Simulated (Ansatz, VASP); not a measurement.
Two plane-wave programs on TiB2N3

The input INCAR:

```
SYSTEM = TiB2N3
ALGO = Normal
EDIFF = 1E-7
ENCUT = 520
GGA = PE
ISIF = 2
ISMEAR = 0
ISPIN = 2
LASPH = .TRUE.
LCHARG = .TRUE.
LELF = .TRUE.
LMAXMIX = 4
LORBIT = 11
LREAL = .FALSE.
LVHAR = .TRUE.
LWAVE = .FALSE.
MAGMOM = 1 0 0 0 0 0
NBANDS = 30
NELM = 150
PREC = Accurate
SIGMA = 0.1
```

Contents of KPOINTS:

```
k-points
0
G
  6 6 2
  0 0 0
```

Contents of POSCAR:

```
TiB2N3
1.0
    2.7503260400      0.0000000000      0.0000000000
    0.0000000000      2.7503260400      0.0000000000
    0.0000000000      0.0000000000      9.1938105900
Ti B N
1 2 3
Direct
    0.5000000000      0.5000000000      0.5000000000
    0.5000000000      0.5000000000      0.8473602500
    0.5000000000      0.5000000000      0.1526397500
    0.0000000000      0.0000000000      0.0000000000
    0.0000000000      0.0000000000      0.7145522800
    0.0000000000      0.0000000000      0.2854477200
```

Input for Ansatz:

```yaml
crystal:
  lattice:
    - [2.75032604, 0.0, 0.0]
    - [0.0, 2.75032604, 0.0]
    - [0.0, 0.0, 9.19381059]
  atoms:
    - { symbol: Ti, position: [0.5, 0.5, 0.5], spin: 1.0 }
    - { symbol: B, position: [0.5, 0.5, 0.84736025] }
    - { symbol: B, position: [0.5, 0.5, 0.15263975] }
    - { symbol: "N", position: [0.0, 0.0, 0.0] }
    - { symbol: "N", position: [0.0, 0.0, 0.71455228] }
    - { symbol: "N", position: [0.0, 0.0, 0.28544772] }
basis:
  ecutwfc: 420
kpoints:
  mp_grid: { grid: [6, 6, 2] }
hamiltonian:
  xc: pbe
scf:
  occupations: { method: gaussian, width: 0.1 }
  lower_state_search: "off"
output:
  forces: true
  stress: true
  eigenvalues: true
  populations: true
magnetization:
  spin_polarized: true
```

Change from the starting cell: species swapped into the MgSc3Ru2 type (P4/mmm, No. 123).

Alike in both runs: task single point; functional PBE; k mesh 6 × 6 × 2; occupations gaussian, width 0.1 eV; collinear spin.

|  | VASP | Ansatz |
| --- | --- | --- |
| version | VASP 6.6.1 | Ansatz 0.2.0 |
| potentials or method | VASP PAW PBE potentials, release 64 (Ti_sv, B, N) | scalar-relativistic, plane waves, PAW |
| plane-wave cutoff (eV) | 520 | 420 |
| valence electrons in the cell | 33 | 33 |

|  | VASP | Ansatz | Ansatz less VASP |
| --- | --- | --- | --- |
| gap on the k mesh at the Fermi level (eV) | none | none | - |
| rms of the force components (eV/Å) | 0.304 | 0.305 | +0.0011 |
| net moment per atom (μB) | 0.02 | 0.02 | -0.001 |
| size of the moment on the site where the two differ most (μB) | 0.05 | 0.06 | +0.010 |

Site moments also hang on the region over which each program counts them. Atom by atom the forces differ by 0.002 eV/Å (rms over components). A gap of «none» marks a metal or a gap that the smearing closes. With one functional, cell and mesh, what is left measures potentials, basis and numerics.

Caveats: the k mesh is coarse (spacing up to 0.38 Å⁻¹), so the values aren't converged.
